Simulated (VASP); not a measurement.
# Si12HO24 (a cell with a defect) in VASP: settings compared, part 2 of 2

VASP 6.6.1. Earlier steps stand in the parts before.

**3. Single point, r2SCAN**

The input, INCAR:

```
ALGO     = Normal         # electronic algorithm
EDIFF    = 1E-6           # SCF threshold, eV
ENCUT    = 450            # plane-wave cutoff, eV
ISIF     = 2              # what is computed and relaxed
ISMEAR   = 0              # smearing method
LASPH    = T              # aspherical terms in the spheres
LCHARG   = F              # write CHGCAR
LMIXTAU  = T            
LREAL    = F              # projectors in reciprocal space
LWAVE    = F              # write WAVECAR
METAGGA  = R2SCAN         # meta-GGA
NELM     = 80             # most SCF steps
PREC     = Accurate       # precision mode
SIGMA    = 0.02           # smearing width, eV
```

The input, KPOINTS:

```
k-points
0
Gamma
  1 1 1
```

The input, POSCAR:

```
Si12HO24
1.0
    9.8316000000      0.0000000000      0.0000000000
   -4.9158000000      8.5144153600      0.0000000000
    0.0000000000      0.0000000000     10.8182000000
Si O H
24 48 2
Direct
    0.2709099100      0.0094391800      0.1655027100
    0.9985581900      0.2592514300      0.3363694500
    0.2293313700      0.2350352900      0.9973888100
    0.2536999600      0.9943798200      0.6857301500
    0.9943088900      0.2605859300      0.8263963100
    0.2083269900      0.1946535800      0.5153311300
    0.2621491600      0.4975911800      0.1718615900
    0.0071092300      0.7712372900      0.3283148600
    0.2235410900      0.7272896200      0.0054956200
    0.2669434400      0.4925265000      0.6593211300
    0.9964925600      0.7555626100      0.8443723300
    0.2341662800      0.7379975200      0.4999615600
    0.7679183600      0.0027725800      0.1637768200
    0.5150453800      0.2909717700      0.3263891900
    0.7354828800      0.2356065700      0.9947544900
    0.7500254000      0.9945486100      0.6643177100
    0.4988791700      0.2694374300      0.8323993700
    0.7270726000      0.2340685100      0.4992150500
    0.7874783800      0.5096747300      0.1573528400
    0.5014811400      0.7712337700      0.3306460800
    0.7306058600      0.7321122000      0.9989357800
    0.7689976800      0.5017534200      0.6662599300
    0.4892422100      0.7549201000      0.8332459800
    0.7359702800      0.7334614600      0.4949275200
    0.0585994900      0.1851775900      0.4426589500
    0.2910020100      0.3666465000      0.1058264000
    0.1398598500      0.4267424900      0.2869976000
    0.2009835100      0.0720170000      0.0577487200
    0.4066298400      0.3704627500      0.3615348300
    0.4326514900      0.1539250100      0.2217404800
    0.0637104000      0.2018104000      0.9379856800
    0.2961209500      0.3602216000      0.5945064100
    0.1329963000      0.4206365700      0.7662825000
    0.1440959400      0.0534628100      0.6192837800
    0.3618947100      0.2974696100      0.8889306100
    0.4273668200      0.1382933600      0.7227606500
    0.0698422700      0.7005748600      0.4356703700
    0.2976032600      0.8725800500      0.1047948800
    0.1459163000      0.9395625000      0.2791979800
    0.1925934700      0.5656927500      0.0691771200
    0.3725483100      0.8040633200      0.3955902100
    0.4281822600      0.6421691300      0.2206537200
    0.0484628800      0.6811712500      0.9565332700
    0.2831508900      0.8721161200      0.6050312400
    0.1573768100      0.9148317700      0.8113722100
    0.2107464500      0.5753019700      0.5568150000
    0.3464649500      0.7730380600      0.8905284800
    0.4297587500      0.6246495600      0.7230592100
    0.5674995200      0.2199689900      0.4418414100
    0.8114747800      0.3713264800      0.0999751300
    0.6741022500      0.4415287100      0.2761049300
    0.7048024300      0.0708391800      0.0544039400
    0.8598764000      0.2853916600      0.3919929700
    0.9337635900      0.1388796900      0.2191445800
    0.5688786300      0.2097478700      0.9432799200
    0.7969424800      0.3651871000      0.6090898100
    0.6362505700      0.4334820500      0.7744881600
    0.6856066900      0.0652798700      0.5578710000
    0.8594873700      0.2928012300      0.8810256900
    0.9165469200      0.1276861800      0.7199152000
    0.5689396300      0.6934002000      0.4307230900
    0.7919415500      0.8629271600      0.1084292300
    0.6399768800      0.9359748100      0.2761740900
    0.7067804900      0.5682967600      0.0547796900
    0.8688771100      0.7964578400      0.3870153500
    0.9505596500      0.6538900700      0.2097545600
    0.5644435100      0.7011425300      0.9437322700
    0.7805881900      0.8618020400      0.6029322100
    0.6206643000      0.9221698500      0.7749832700
    0.7103227700      0.5713318500      0.5546426500
    0.8615482000      0.7938688900      0.8892565300
    0.9332905500      0.6387354700      0.7249986100
    0.4686794900      0.4825753500      0.3818611000
    0.2797931400      0.1442183700      0.4533476800
```

Potentials or basis: VASP PAW PBE potentials, release 64 (Si, O, H).

Run with:

```sh
$ cat potpaw_PBE.64/Si/POTCAR potpaw_PBE.64/O/POTCAR potpaw_PBE.64/H/POTCAR > POTCAR
$ mpirun -np 1 vasp_std > vasp.out
```

OUTCAR:

```text
EDIFF = 1E-6
   ENCUT = 450
   ISIF = 2
   ISMEAR = 0
   LASPH = T
   LREAL = F
   METAGGA = R2SCAN
   NELM = 80
   PREC = Accurate

 ion  position               nearest neighbor table
   1  0.271  0.009  0.166-  28 1.62  39 1.63  30 1.63  38 1.63   8 3.04   3 3.05   9 3.10  14 3.13

   2  0.999  0.259  0.336-  25 1.62  53 1.62  27 1.62  54 1.63  13 3.04   7 3.05  18 3.10   6 3.12

   3  0.229  0.235  0.997-  28 1.62  26 1.62  31 1.62  35 1.63   1 3.05   5 3.07  17 3.07   7 3.08
[... 40 lines left out ...]
  25  0.059  0.185  0.443-   2 1.62   6 1.63
  26  0.291  0.367  0.106-   7 1.62   3 1.62
  27  0.140  0.427  0.287-   2 1.62   7 1.63
  28  0.201  0.072  0.058-   3 1.62   1 1.62
  29  0.407  0.370  0.362-  73 0.98  14 1.65   6 2.49
  30  0.433  0.154  0.222-   1 1.63  14 1.63
  31  0.064  0.202  0.938-   3 1.62   5 1.63
  32  0.296  0.360  0.595-  10 1.62   6 1.65
  33  0.133  0.421  0.766-   5 1.62  10 1.63
  34  0.144  0.053  0.619-   4 1.63   6 1.65
  35  0.362  0.297  0.889-  17 1.62   3 1.63
[... 35 lines left out ...]
  71  0.862  0.794  0.889-  11 1.62  21 1.63
  72  0.933  0.639  0.725-  22 1.63  11 1.63
  73  0.469  0.483  0.382-  29 0.98
  74  0.280  0.144  0.453-   6 1.24

[... 314 lines left out ...]
  band No.  band energies     occupation
      1     -19.6404      2.00000
      2     -19.2419      2.00000
      3     -19.1698      2.00000
      4     -19.1566      2.00000
      5     -19.1199      2.00000
      6     -19.1087      2.00000
[... 197 lines left out ...]
    204      10.2512      0.00000
    205      10.4372      0.00000
 [bands above 205 left out]

------------------------ aborting loop because EDIFF is reached ----------------------------------------

  FORCE on cell =-STRESS in cart. coord.  units (eV):
  Direction    XX          YY          ZZ          XY          YZ          ZX
  --------------------------------------------------------------------------------------
  -------------------------------------------------------------------------------------
  Total      -17.3044491    -19.9087280    -11.9384072     -0.2325792     -5.1075577     -3.8078176
  in kB      -30.6150041    -35.2224901    -21.1214112     -0.4114787     -9.0362831     -6.7367850
  external PRESSURE =     -28.9863018 kB  Pullay stress =       0.0000000 kB

 VOLUME and BASIS-vectors are now :
 -----------------------------------------------------------------------------
  energy-cutoff  :      450.00
  volume of cell :      905.60
      direct lattice vectors                 reciprocal lattice vectors
     9.831600000  0.000000000  0.000000000     0.101712844  0.058723938  0.000000000
    -4.915800000  8.514415360  0.000000000     0.000000000  0.117447876  0.000000000
     0.000000000  0.000000000 10.818200000     0.000000000  0.000000000  0.092436819

 POSITION                                       TOTAL-FORCE (eV/Angst)
 -----------------------------------------------------------------------------------
      2.61708      0.08037      1.79044        -0.009445     -0.006403     -0.034577
      8.54300      2.20737      3.63891         0.028721     -0.003799      0.066860
      1.09931      2.00119     10.78995        -0.024238     -0.035969     -0.001475
     -2.39390      8.46656      7.41837        -0.077864     -0.018448      0.096475
      8.49466      2.21874      8.94012        -0.018964      0.020852     -0.043341
      1.09131      1.65736      5.57496        -5.401545      2.146537      3.855781
[... 66 lines left out ...]
      2.23563      4.10885      4.13105        -0.049003     -0.284316     -0.027690
      2.04187      1.22794      4.90441         5.299189     -2.004553     -3.865263
 -----------------------------------------------------------------------------------
    total drift:                               -0.002523      0.000701     -0.001322

  FREE ENERGIE OF THE ION-ELECTRON SYSTEM (eV)
  ---------------------------------------------------
  free  energy   TOTEN  =      -719.3148436938 eV

  energy  without entropy=     -719.3148436938  energy(sigma->0) =     -719.31484369
```

Run time: 14 min. Hardware: 1 thread of Intel Xeon 6975P-C (Granite Rapids), shared host; peak memory 0.92 GiB.

What came out:

```yaml
Free_energy: -719.3148 eV
Largest_force: 6.975 eV/Å
Band_gap_on_the_k_mesh: 6.11 eV, direct
```

Forces in eV/Å, atoms in the order of the input:
```
Si  -0.009 -0.006 -0.035
Si   0.029 -0.004  0.067
Si  -0.024 -0.036 -0.001
Si  -0.078 -0.018  0.096
Si  -0.019  0.021 -0.043
Si  -5.402  2.147  3.856
Si   0.006  0.011 -0.024
Si  -0.018  0.025  0.009
Si  -0.008 -0.092 -0.009
Si   0.053 -0.019 -0.024
Si   0.039  0.075  0.001
Si  -0.005 -0.054  0.006
Si   0.048  0.010  0.004
Si   0.150  0.157 -0.109
Si   0.002 -0.022 -0.012
Si   0.080  0.002 -0.001
Si  -0.031  0.041 -0.007
Si   0.033 -0.036  0.024
Si   0.060 -0.011  0.017
Si  -0.006  0.025 -0.002
Si  -0.038 -0.023 -0.007
Si   0.033  0.006 -0.005
Si  -0.004  0.022 -0.002
Si  -0.024 -0.017  0.033
O   -0.040  0.256 -0.153
O   -0.253 -0.026 -0.103
O    0.114 -0.201 -0.201
O    0.170  0.233  0.152
O    0.448 -0.043 -0.046
O   -0.241  0.030  0.218
O    0.115  0.238 -0.138
O   -0.300 -0.008  0.001
O    0.130 -0.213 -0.112
O    0.364  0.020  0.138
O    0.118 -0.241  0.139
O   -0.254  0.008  0.195
O    0.099  0.282 -0.132
O   -0.276 -0.037 -0.083
O    0.139 -0.179 -0.119
O    0.183  0.222  0.120
O    0.097 -0.257  0.094
O   -0.224 -0.021  0.189
O    0.112  0.290 -0.172
O   -0.213 -0.040 -0.084
O   -0.029 -0.210 -0.237
O    0.123  0.214  0.121
O    0.118 -0.167  0.157
O   -0.281  0.039  0.135
O   -0.026  0.183 -0.185
O   -0.297 -0.008 -0.123
O   -0.008 -0.185 -0.185
O    0.151  0.221  0.137
O    0.062 -0.201  0.132
O   -0.270 -0.020  0.150
O    0.125  0.222 -0.160
O   -0.292 -0.018 -0.151
O    0.153 -0.216 -0.133
O    0.168  0.228  0.122
O    0.119 -0.231  0.173
O   -0.271  0.034  0.148
O    0.084  0.266 -0.111
O   -0.254 -0.012 -0.147
O    0.131 -0.231 -0.153
O    0.184  0.234  0.131
O    0.125 -0.231  0.125
O   -0.256 -0.033  0.171
O    0.125  0.223 -0.148
O   -0.236 -0.032 -0.151
O    0.148 -0.218 -0.141
O    0.121  0.202  0.121
O    0.131 -0.266  0.188
O   -0.250 -0.016  0.171
H   -0.049 -0.284 -0.028
H    5.299 -2.005 -3.865
```

Caveat: the cutoff is under 1.25 times the usual one of these potentials, so pressure, stress and relaxed cells hold a basis-set (Pulay) error; the PAW data sets were made with another functional, which shifts forces and pressure a little. r2SCAN opens gaps a little over a GGA but as a rule still falls short of measured ones.
